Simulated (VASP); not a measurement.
Given:

```xyz
2
Lattice="2.6917 0.0000 0.0000 -1.3458 2.3311 0.0000 0.0000 0.0000 4.2459" Properties=species:S:1:pos:R:3 pbc="T T T"
Ru     1.3458     0.7770     3.1844
Ru     0.0000     1.5540     1.0615
```

Computed with PBEsol GGA, VASP's PBE PAW potentials (set 64) (plane waves; VASP). Numerical set-up: 480 eV cut-off, 14×14×8 Γ-centred mesh, first-order Methfessel-Paxton smearing of 0.10 eV, potentials Ru_pv.

Q: Predict the energy per atom (σ→0), band gap (on the k-mesh) with the smallest direct gap where there is one.

A: 
- band gap (on the k-mesh): none (metal, semimetal or under 0.01 eV)
- energy per atom (σ→0): -10.168 eV/atom

The absolute energy has meaning only against runs of the same code, potentials and settings.

The compound is Ru in the hcp structure. It was relaxed first. The start is the result of an earlier pass.
